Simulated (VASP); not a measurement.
Data:

```xyz
1
Lattice="0.0000 1.8083 1.8083 1.8083 0.0000 1.8083 1.8083 1.8083 0.0000" Properties=species:S:1:pos:R:3 pbc="T T T"
Cu     0.0000     0.0000     0.0000
```

Calculation: PBEsol GGA, VASP's PBE PAW potentials (set 64) (plane waves; VASP 6.6.1). Run with 480 eV cut-off, 16×16×16 Γ-centred mesh, first-order Methfessel-Paxton smearing of 0.10 eV, potentials Cu.

What does the run give for the energy per atom (σ→0), pressure, band gap (on the k-mesh) with the smallest direct gap where there is one?

The band gap (on the k-mesh) is none (metal, semimetal or under 0.01 eV) and the energy per atom (σ→0) comes out as -4299 meV/atom. The pressure comes out as -6.24 GPa.

The compound is Cu in the fcc structure. This cell was strained or had an atom moved on purpose.
